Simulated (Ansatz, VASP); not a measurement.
# Sr3BiN in two plane-wave programs, part 2 of 2

One calculation is typed for both programs; each brings its own data sets. How far apart do they land? The cell is taken from a series of runs on this material, whose earlier steps may have relaxed, scaled, displaced or heated it; both programs get it as it stands.

VASP 6.6.1 and Ansatz 0.2.0.

So far: Starting point; Ansatz: G0W0 gap, LDA; VASP: G0W0 gap, LDA.

**3. VASP: G0W0 gap, LDA (continued)**

Level of this step: G0W0 on LDA; plane waves and PAW (Sr_sv_GW, Bi_d_GW, N_GW) (VASP).

Numbers of over 12 decimals in the logs are rounded to 6 here.

Parts of OUTCAR (step 3):

```text
ion  position               nearest neighbor table
   1  0.500  0.500  0.000-   5 2.62   5 2.62
   2  0.000  0.500  0.500-   5 2.62   5 2.62
   3  0.500  0.000  0.500-   5 2.62   5 2.62
   4  0.000  0.000  0.000-
   5  0.500  0.500  0.500-   1 2.62   2 2.62   3 2.62   1 2.62   3 2.62   2 2.62

  LATTYP: Found a simple cubic cell.
 ALAT       =     5.2349399300

 Subroutine GETGRP returns: Found 48 space group operations
 (whereof 48 operations were pure point group operations)

The static configuration has the point symmetry O_h .

 Found      4 irreducible k-points:

   k-points           NKPTS =      4   k-points in BZ     NKDIM =      8   number of bands    NBANDS=    200

   dimension x,y,z NGX =    36 NGY =   36 NGZ =   36
   dimension x,y,z NGXF=    72 NGYF=   72 NGZF=   72

   ENCUT  =  450.0 eV  33.07 Ry    5.75 a.u.   9.05  9.05  9.05*2*pi/ulx,y,z

   NELECT =      52.0000    total number of electrons

  energy-cutoff  :      450.00
  volume of cell :      143.46
      direct lattice vectors                 reciprocal lattice vectors
     5.234939930  0.000000000  0.000000000     0.191024159  0.000000000  0.000000000
     0.000000000  5.234939930  0.000000000     0.000000000  0.191024159  0.000000000
     0.000000000  0.000000000  5.234939930     0.000000000  0.000000000  0.191024159

 k-points in reciprocal lattice and weights: Automatic mesh
   0.00000000  0.00000000  0.00000000       0.125
   0.50000000  0.00000000  0.00000000       0.375
   0.50000000  0.50000000  0.00000000       0.375
   0.50000000  0.50000000  0.50000000       0.125

 E-fermi :   3.9350

 QP shifts <psi_nk| G(iteration)W_0 |psi_nk>: iteration 1
 for sc-GW calculations column KS-energies equals QP-energies in previous step
 and V_xc(KS)=  KS-energies - (<T + V_ion + V_H > + <T+V_H+V_ion>^1  + <V_x>^1)
 k-point   1 :       0.0000    0.0000    0.0000
  band No.  KS-energies  QP-energies   sigma(KS)   V_xc(KS)     V^pw_x(r,r')   Z            occupation Imag(sigma)
    ...
     23       2.9513       2.6260     -12.2936     -11.8871     -14.4345       0.8003       2.0000       0.4808
     24       3.8662       3.7822     -14.3286     -14.2204     -16.8861       0.7759       2.0000       0.5130
     25       3.8662       3.7822     -14.3286     -14.2204     -16.8861       0.7759       2.0000       0.5130
     26       3.8662       3.7822     -14.3286     -14.2204     -16.8861       0.7759       2.0000       0.5130
     27       4.0038       4.7012      -7.6683      -8.5206      -3.9867       0.8183       0.0000      -0.4706
     28       4.0038       4.7012      -7.6683      -8.5206      -3.9867       0.8183       0.0000      -0.4706
     29       4.1079       4.8637      -8.7276      -9.6495      -5.1031       0.8199       0.0000      -0.4281
     30       5.0441       5.9627      -8.6733      -9.8002      -4.9164       0.8151       0.0000      -0.4838
    ...

 k-point   2 :       0.5000    0.0000    0.0000
  band No.  KS-energies  QP-energies   sigma(KS)   V_xc(KS)     V^pw_x(r,r')   Z            occupation Imag(sigma)
    ...
     23       2.6471       2.3756     -10.5163     -10.1841     -11.9012       0.8170       2.0000       0.3596
     24       2.6471       2.3756     -10.5163     -10.1841     -11.9012       0.8170       2.0000       0.3596
     25       3.1790       3.0457     -14.8885     -14.7154     -17.9825       0.7698       2.0000       0.6406
     26       3.1790       3.0457     -14.8885     -14.7154     -17.9825       0.7698       2.0000       0.6406
     27       5.2270       5.9657      -7.8709      -8.7737      -4.0735       0.8183       0.0000      -0.5315
     28       5.3966       6.1797      -8.7282      -9.6876      -5.0560       0.8163       0.0000      -0.4860
     29       5.5757       6.6060      -8.7379     -10.0014      -4.7025       0.8155       0.0000      -0.5529
     30       6.5181       7.5684      -8.4836      -9.7694      -4.2084       0.8168       0.0000      -0.6679
    ...

 k-point   3 :       0.5000    0.5000    0.0000
  band No.  KS-energies  QP-energies   sigma(KS)   V_xc(KS)     V^pw_x(r,r')   Z            occupation Imag(sigma)
    ...
     23       2.3764       2.2255     -12.8908     -12.6990     -15.2791       0.7866       2.0000       0.5602
     24       2.3764       2.2255     -12.8908     -12.6990     -15.2791       0.7866       2.0000       0.5602
     25       2.3871       2.1020     -10.4048     -10.0556     -11.8114       0.8164       2.0000       0.3771
     26       2.8968       2.7522     -14.4171     -14.2302     -17.4102       0.7740       2.0000       0.6439
     27       5.7579       6.4282      -8.0871      -8.9038      -4.3234       0.8208       0.0000      -0.5049
     28       6.5563       7.5014      -8.7814      -9.9376      -4.8570       0.8175       0.0000      -0.5628
     29       6.5563       7.5014      -8.7814      -9.9376      -4.8570       0.8175       0.0000      -0.5628
     30       6.5847       7.7009      -8.8235     -10.1966      -4.5444       0.8129       0.0000      -0.6643
    ...

 k-point   4 :       0.5000    0.5000    0.5000
  band No.  KS-energies  QP-energies   sigma(KS)   V_xc(KS)     V^pw_x(r,r')   Z            occupation Imag(sigma)
    ...
     23       1.4170       1.1642     -13.2095     -12.8882     -16.2466       0.7868       2.0000       0.7742
     24       2.3351       1.9313     -10.5286     -10.0337     -12.0245       0.8158       2.0000       0.3738
     25       2.3351       1.9313     -10.5286     -10.0337     -12.0245       0.8158       2.0000       0.3738
     26       2.3351       1.9313     -10.5286     -10.0337     -12.0245       0.8158       2.0000       0.3738
     27       5.5868       6.4448      -9.6112     -10.6769      -6.0905       0.8051       0.0000      -0.4726
     28       5.5868       6.4448      -9.6112     -10.6769      -6.0905       0.8051       0.0000      -0.4726
     29       5.5868       6.4448      -9.6112     -10.6769      -6.0905       0.8051       0.0000      -0.4726
     30       6.5805       7.7498      -9.4910     -10.9224      -5.5242       0.8168       0.0000      -0.5369
    ...
```

**4. Differences**

Known differences besides the potentials themselves: the two LDA forms differ slightly; fixed occupations in Ansatz, narrow Gaussian smearing in VASP; the data sets hold 50 valence electrons in Ansatz (on its default PAW (the set named soft_2) files) and 52 in VASP; the cutoff is 420 eV in Ansatz and 450 eV in VASP; VASP's log shows a relativistic correction to its local exchange, Ansatz's none; Ansatz integrates over frequency by contour deformation, VASP on a grid of NOMEGA points; Ansatz's G0W0 levels solve the quasiparticle equation, VASP's are linearised. Total energies have different zeros and are not compared.

Compared:

| quantity | Ansatz | VASP | difference |
| --- | --- | --- | --- |
| G0W0 gap on the mesh (eV) | 0.34 | 0.92 | -0.57 |
| Kohn-Sham gap under it (eV) | 0.15 | 0.14 | +0.01 |

VASP's log warns that its frequency grid doesn't suit quasiparticle energies on this mesh.

**5. Outcome**

```yaml
difference_in_g0w0_gap_on_the_mesh_g0w0_gap_lda: -0.57 eV
```

In words: The difference in G0W0 gap on the mesh is -0.57 eV (G0W0 gap, LDA). The data sets hold unlike numbers of valence electrons (50 in Ansatz and 52 in VASP), so part of the differences comes from the potentials. Part of the difference in the G0W0 gap can come from VASP's linearised levels. Such differences can come from data sets, numerical settings and the points named under the comparisons, not from the functional's error against experiment.

[Lines on the potential files, build, host, timing and source positions are cut from VASP's logs without a mark.]

[Logs are printed without paths, hosts, clocks, repeated set-up lines and the standing remarks that a program may print on its own settings, such as how far it seeks lower states.]

[Hosts, paths, dates, database ids (printed as entryN), source tags and the programs' standing remarks are cut or masked in the printed files.]
